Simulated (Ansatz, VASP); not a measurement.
# Re (Rhenium) in two plane-wave programs

Wanted: the spread between two codes on one cell, functional and k mesh. The cell is taken from a series of runs on this material, whose earlier steps may have relaxed, scaled, displaced or heated it; both programs get it as it stands.

Program: Ansatz 0.2.0. Level of theory: plane waves, with VASP 6.6.1 beside it; zone-centre phonons at PBEsol. Results are calculated unless marked as measured.

## (1) The starting structure

The structure is hexagonal, space group P6_3/mmc (No. 194). Conventional cell: a = 2.783 Å, b = 2.783 Å, c = 4.264 Å, α = 90.00°, β = 90.00°, γ = 120.00°. Nearest to Re lie 12 Re at 2.67 to 2.78 Å.

Coordinates:

```cif
data_structure
_symmetry_space_group_name_H-M 'P 1'
_symmetry_Int_Tables_number 1
_cell_length_a 2.7834
_cell_length_b 2.7834
_cell_length_c 4.2637
_cell_angle_alpha 90.000
_cell_angle_beta 90.000
_cell_angle_gamma 120.000
_cell_volume 28.61
loop_
_atom_site_label
_atom_site_type_symbol
_atom_site_fract_x
_atom_site_fract_y
_atom_site_fract_z
_atom_site_occupancy
Re1 Re 0.33333 0.66667 0.25000 1
Re2 Re 0.66667 0.33333 0.75000 1
```

## (2) VASP: zone-centre phonons, PBEsol

Second derivatives magnify differences that forces hide, and they need a tight electronic threshold.

Lines of VASP's logs that name or quote its potential files are left out, and so is its time.

The input, INCAR:

```
SYSTEM = Re
PREC = Accurate
ENCUT = 600
EDIFF = 1E-08
NELM = 120
ISMEAR = 1
SIGMA = 0.2
LREAL = .FALSE.
ALGO = Normal
GGA = PS
NBANDS = 13
LASPH = .TRUE.
LORBIT = 11
LWAVE = .FALSE.
LCHARG = .FALSE.
ISIF = 2
IBRION = 8
GGA_COMPAT = .FALSE.
KPAR = 2
```

The input, POSCAR:

```
Re
1.0
    2.7834375365      0.0000000000      0.0000000000
   -1.3917187682      2.4105276164      0.0000000000
    0.0000000000      0.0000000000      4.2637016844
Re
2
Direct
    0.3333333333      0.6666666667      0.2500000000
    0.6666666667      0.3333333333      0.7500000000
```

The input, KPOINTS:

```
Automatic mesh
0
Gamma
18 18 12
0 0 0
```

Potentials, in the order of the species: Re (PBE family, release 64).

Run with:

```sh
$ mpirun -np 2 vasp_std
```

Numbers of over 12 decimals in the logs are rounded to 6 here.

The program printed:

```text
[banner, memory and clock lines left out]
running    2 mpi-ranks, on    1 nodes
 distrk:  each k-point on    1 cores,    2 groups
 distr:  one band on    1 cores,    1 groups

 POSCAR found type information on POSCAR Re
 POSCAR found :  1 types and       2 ions
|                                                                             |
|               ----> ADVICE to this user running VASP <----                  |
|                                                                             |
|     You enforced a specific xc type in the INCAR file but a different       |
|     [... a line on the potential file left out ...]
|     I HOPE YOU KNOW WHAT YOU ARE DOING!                                     |
|                                                                             |

 LDA part: xc-table for (Slater+PW92), standard interpolation
 POSCAR, INCAR and KPOINTS ok, starting setup
 FFT: planning ... GRIDC
 FFT: planning ... GRID_SOFT
 FFT: planning ... GRID
 WAVECAR not read
 entering main loop
       N       E                     dE             d eps       ncg     rms          rms(c)
DAV:   1     0.309320405592E+02    0.30932E+02   -0.73778E+03 12816   0.146E+03
DAV:   2    -0.254344070357E+02   -0.56366E+02   -0.47923E+02 11359   0.334E+02
DAV:   3    -0.280452812213E+02   -0.26109E+01   -0.23702E+01 11819   0.915E+01
DAV:   4    -0.280894095924E+02   -0.44128E-01   -0.42339E-01 10753   0.639E+00
DAV:   5    -0.280900690522E+02   -0.65946E-03   -0.65689E-03 11554   0.108E+00    0.469E+01
DAV:   6    -0.270260045100E+02    0.10641E+01   -0.85906E-01 11855   0.261E+01    0.201E+01
DAV:   7    -0.266614094367E+02    0.36460E+00   -0.61954E-01 12017   0.215E+01    0.452E-01
DAV:   8    -0.266501561903E+02    0.11253E-01   -0.73680E-03 10853   0.727E-01    0.136E-01
DAV:   9    -0.266493372243E+02    0.81897E-03   -0.40962E-04 11890   0.211E-01    0.480E-02
DAV:  10    -0.266493365553E+02    0.66899E-06   -0.60054E-05 11265   0.102E-01    0.157E-02
DAV:  11    -0.266493370887E+02   -0.53341E-06   -0.88560E-07 12484   0.185E-02    0.229E-03
DAV:  12    -0.266493369521E+02    0.13657E-06   -0.17988E-08  7291   0.447E-03    0.541E-04
DAV:  13    -0.266493369648E+02   -0.12612E-07   -0.62321E-09  6826   0.248E-03    0.260E-04
DAV:  14    -0.266493369575E+02    0.72564E-08   -0.41807E-09  5902   0.254E-03
   1 F= -.26649337E+02 E0= -.26649695E+02  d E =0.107390E-02
 Linear response reoptimize wavefunctions to high precision
DAV:   1    -0.266493369439E+02    0.13603E-07   -0.13585E-08 10300   0.233E-03
DAV:   2    -0.266493369439E+02   -0.12278E-10   -0.76196E-11  5632   0.172E-04
 Linear response DOF=           2
 Linear response progress:
  Degree of freedom:   1/  2
       N       E                     dE             d eps       ncg     rms          rms(c)
RMM:   1    -0.747166595219E-01   -0.74717E-01   -0.66523E+00 29872   0.166E+02
RMM:   2    -0.143239826478E+00   -0.68523E-01   -0.65181E-02 65647   0.288E+00    0.134E-01
RMM:   3    -0.143320007472E+00   -0.80181E-04   -0.20078E-03 67620   0.379E-01    0.911E-02
RMM:   4    -0.142585032945E+00    0.73497E-03   -0.91537E-04 68303   0.327E-01    0.215E-02
RMM:   5    -0.142633430706E+00   -0.48398E-04   -0.35677E-05 65325   0.754E-02    0.878E-03
RMM:   6    -0.142654094296E+00   -0.20664E-04   -0.10075E-05 69054   0.298E-02    0.287E-03
RMM:   7    -0.142656018438E+00   -0.19241E-05   -0.57684E-07 63636   0.798E-03    0.121E-03
RMM:   8    -0.142655203525E+00    0.81491E-06   -0.31915E-07 67467   0.266E-03    0.435E-04
RMM:   9    -0.142654416210E+00    0.78731E-06   -0.12992E-07 69262   0.144E-03    0.689E-05
RMM:  10    -0.142654339331E+00    0.76879E-07   -0.14467E-07 70809   0.898E-04    0.279E-05
RMM:  11    -0.142654375588E+00   -0.36257E-07   -0.14335E-07 71338   0.859E-04    0.681E-06
RMM:  12    -0.142654367843E+00    0.77449E-08   -0.14665E-07 71808   0.834E-04    0.193E-06
RMM:  13    -0.142654369301E+00   -0.14582E-08   -0.17016E-07 72868   0.834E-04    0.636E-07
RMM:  14    -0.142654367931E+00    0.13701E-08   -0.16618E-07 71021   0.838E-04    0.240E-07
RMM:  15    -0.142654368444E+00   -0.51297E-09   -0.17197E-07 66150   0.839E-04    0.838E-08
 first order change of Fermi-energy  -0.15616E-04
 force on displaced ion       1 direction 1 :  -5.650   0.000   0.000
 Linear response progress:
  Degree of freedom:   2/  2
       N       E                     dE             d eps       ncg     rms          rms(c)
RMM:   1    -0.108560056368E+00   -0.10856E+00   -0.73820E+00 10268   0.174E+02
RMM:   2    -0.183737006930E+00   -0.75177E-01   -0.58133E-02 21256   0.344E+00    0.210E-01
RMM:   3    -0.185066108587E+00   -0.13291E-02   -0.42540E-03 22343   0.636E-01    0.122E-01
RMM:   4    -0.185309271584E+00   -0.24316E-03   -0.67174E-04 24195   0.197E-01    0.526E-02
RMM:   5    -0.185509322960E+00   -0.20005E-03   -0.27487E-04 22975   0.136E-01    0.170E-02
RMM:   6    -0.185528270793E+00   -0.18948E-04   -0.60917E-05 21003   0.417E-02    0.633E-03
RMM:   7    -0.185550096106E+00   -0.21825E-04    0.28391E-05 21703   0.232E-02    0.294E-03
RMM:   8    -0.185549879335E+00    0.21677E-06   -0.19225E-06 23509   0.986E-03    0.105E-03
RMM:   9    -0.185545724973E+00    0.41544E-05    0.16692E-06 20689   0.899E-03    0.198E-04
RMM:  10    -0.185547270127E+00   -0.15452E-05   -0.94564E-06 24330   0.238E-03    0.238E-04
RMM:  11    -0.185546612459E+00    0.65767E-06   -0.41077E-07 21477   0.164E-03    0.124E-04
RMM:  12    -0.185546106281E+00    0.50618E-06    0.50782E-07 23984   0.118E-03    0.222E-05
RMM:  13    -0.185546213649E+00   -0.10737E-06    0.50899E-09 23797   0.920E-04    0.151E-05
RMM:  14    -0.185546248090E+00   -0.34442E-07   -0.18390E-07 24030   0.879E-04    0.914E-06
[...]
RMM:  21    -0.185546246479E+00   -0.12468E-09   -0.32617E-07 20114   0.868E-04    0.203E-07
RMM:  22    -0.185546246585E+00   -0.10600E-09   -0.37435E-07 20291   0.869E-04    0.281E-07
RMM:  23    -0.185546246366E+00    0.21860E-09   -0.42062E-07 20131   0.867E-04    0.388E-07
RMM:  24    -0.185546246644E+00   -0.27797E-09   -0.41027E-07 20408   0.866E-04    0.324E-07
RMM:  25    -0.185546246761E+00   -0.11699E-09   -0.49051E-07 20325   0.867E-04    0.424E-07
RMM:  26    -0.185546247365E+00   -0.60413E-09   -0.53817E-07 20499   0.866E-04    0.417E-07
RMM:  27    -0.185546248302E+00   -0.93666E-09   -0.52219E-07 20503   0.864E-04    0.394E-07
RMM:  28    -0.185546248787E+00   -0.48564E-09   -0.60720E-07 20630   0.863E-04    0.381E-07
 first order change of Fermi-energy   0.97061E-04
 force on displaced ion       1 direction 3 :   0.000  -0.000  -7.835
 Linear response finished
```

OUTCAR, selected parts (step 2):

```text
ion  position               nearest neighbor table
   1  0.333  0.667  0.250-   2 2.67   2 2.67   2 2.67   2 2.67   2 2.67   2 2.67
   2  0.667  0.333  0.750-   1 2.67   1 2.67   1 2.67   1 2.67   1 2.67   1 2.67

  LATTYP: Found a hexagonal cell.
 ALAT       =     2.7834375365
 C/A-ratio  =     1.5318115203

 Subroutine GETGRP returns: Found 24 space group operations
 (whereof 12 operations were pure point group operations)

The static configuration has the point symmetry D_3d.
 The point group associated with its full space group is D_6h.

 Found    259 irreducible k-points:

   k-points           NKPTS =    259   k-points in BZ     NKDIM =    259   number of bands    NBANDS=     13

   dimension x,y,z NGX =    24 NGY =   24 NGZ =   36
   dimension x,y,z NGXF=    48 NGYF=   48 NGZF=   72

   ENCUT  =  600.0 eV  44.10 Ry    6.64 a.u.   5.56  5.56  8.52*2*pi/ulx,y,z

   NELECT =      14.0000    total number of electrons

 k-points in reciprocal lattice and weights: Automatic mesh
   0.00000000  0.00000000  0.00000000       0.000
   0.05555556 -0.00000000  0.00000000       0.002
   0.11111111 -0.00000000  0.00000000       0.002
   0.16666667 -0.00000000  0.00000000       0.002
   0.22222222 -0.00000000  0.00000000       0.002
   0.27777778  0.00000000  0.00000000       0.002
   0.33333333 -0.00000000  0.00000000       0.002
   0.38888889  0.00000000  0.00000000       0.002
   0.44444444 -0.00000000  0.00000000       0.002
[...]
0.33333333  0.27777778  0.50000000       0.003
   0.33333333  0.33333333  0.50000000       0.001

 average (electrostatic) potential at core
       1 -38.5354       2 -38.5354

  Total        0.0719036      0.0719036      4.4155178      0.0000000      0.0000000      0.0000000
  in kB        4.0269911      4.0269911    247.2929959      0.0000000      0.0000000      0.0000000
  external PRESSURE =      85.1156594 kB  Pullay stress =       0.0000000 kB

  energy-cutoff  :      600.00
  volume of cell :       28.61
      direct lattice vectors                 reciprocal lattice vectors
     2.783437537  0.000000000  0.000000000     0.359267987  0.207423469  0.000000000
    -1.391718768  2.410527616  0.000000000     0.000000000  0.414846938  0.000000000
     0.000000000  0.000000000  4.263701684     0.000000000  0.000000000  0.234537985

 POSITION                                       TOTAL-FORCE (eV/Angst)
 -----------------------------------------------------------------------------------
     -0.00000      1.60702      1.06593        -0.000000      0.000000      0.000000
      1.39172      0.80351      3.19778         0.000000      0.000000      0.000000
 -----------------------------------------------------------------------------------
    total drift:                               -0.000000      0.000000     -0.000000

 Eigenvectors and eigenvalues of the dynamical matrix
 ----------------------------------------------------

   1 f  =    4.535043 THz    28.494517 2PiTHz  151.272761 cm-1    18.755424 meV
             X         Y         Z           dx          dy          dz
     -0.000000  1.607018  1.065925    -0.000000   -0.000000    0.707107
      1.391719  0.803509  3.197776     0.000000    0.000000   -0.707107

   2 f  =    3.850999 THz    24.196539 2PiTHz  128.455495 cm-1    15.926444 meV
             X         Y         Z           dx          dy          dz
     -0.000000  1.607018  1.065925     0.660866    0.251508    0.000000
      1.391719  0.803509  3.197776    -0.660866   -0.251508    0.000000

   3 f  =    3.850999 THz    24.196539 2PiTHz  128.455495 cm-1    15.926444 meV
             X         Y         Z           dx          dy          dz
     -0.000000  1.607018  1.065925     0.251508   -0.660866   -0.000000
      1.391719  0.803509  3.197776    -0.251508    0.660866   -0.000000

   4 f/i=    0.000000 THz     0.000000 2PiTHz    0.000001 cm-1     0.000000 meV
             X         Y         Z           dx          dy          dz
     -0.000000  1.607018  1.065925     0.694569   -0.108870    0.075639
      1.391719  0.803509  3.197776     0.694569   -0.108870    0.075639

   5 f/i=    0.000000 THz     0.000000 2PiTHz    0.000001 cm-1     0.000000 meV
             X         Y         Z           dx          dy          dz
     -0.000000  1.607018  1.065925     0.119339    0.337807   -0.609627
      1.391719  0.803509  3.197776     0.119339    0.337807   -0.609627

   6 f/i=    0.000000 THz     0.000000 2PiTHz    0.000002 cm-1     0.000000 meV
             X         Y         Z           dx          dy          dz
     -0.000000  1.607018  1.065925    -0.057726   -0.611583   -0.350191
      1.391719  0.803509  3.197776    -0.057726   -0.611583   -0.350191

 ELASTIC MODULI CONTR FROM IONIC RELAXATION (kBar)
 Direction    XX          YY          ZZ          XY          YZ          ZX
 --------------------------------------------------------------------------------
 XX        -212.6898    212.6898      0.0000     -0.0000      0.0000     -0.0000
 YY         212.6898   -212.6898     -0.0000     -0.0000     -0.0000      0.0000
 ZZ           0.0000     -0.0000     -0.0000      0.0000      0.0000     -0.0000
 XY          -0.0000     -0.0000      0.0000   -212.6898      0.0000     -0.0000
 YZ           0.0000     -0.0000      0.0000      0.0000     -0.0000      0.0000
 ZX          -0.0000      0.0000     -0.0000     -0.0000      0.0000     -0.0000
 --------------------------------------------------------------------------------
```

The data set Re keeps the semicore shell frozen, which is cheaper and a little less accurate.

[end of part 1 of 2]

[Lines on the potential files, build, host, timing and source positions are cut from VASP's logs without a mark.]

[Logs are printed without paths, hosts, clocks, repeated set-up lines and the standing remarks that a program may print on its own settings, such as how far it seeks lower states.]

[Hosts, paths, dates, database ids (printed as entryN), source tags and the programs' standing remarks are cut or masked in the printed files.]
